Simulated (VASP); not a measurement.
Here is the system:

```
CdS
1.0
    0.00000     2.80177     2.80177
    2.80177     0.00000     2.80177
    2.80177     2.80177     0.00000
Cd S
1 1
Cartesian
  0.00000   0.00000   0.00000
  1.40089   1.40089   1.40089
```

Method: PBEsol GGA, VASP's PBE PAW potentials (set 64) (plane waves; VASP). Numerical set-up: 500 eV cut-off, 8×8×8 Γ-centred mesh, Gaussian smearing of 0.050 eV, potentials Cd S.

Question: Estimate the energy per atom (σ→0), pressure, band gap (on the k-mesh) with the smallest direct gap where there is one.

Answer: 
```json
{
  "band gap (on the k-mesh)": "1.25 eV",
  "smallest direct gap (on the k-mesh)": "1.25 eV",
  "energy per atom (σ→0)": "-3.327 eV/atom",
  "pressure": "9.95 GPa"
}
```

The absolute energy has meaning only against runs of the same code, potentials and settings.

The structure was generated: CdS was put into the zinc blende type (F-43m), which need not be its known phase. It was relaxed first under an external pressure of 10 GPa.
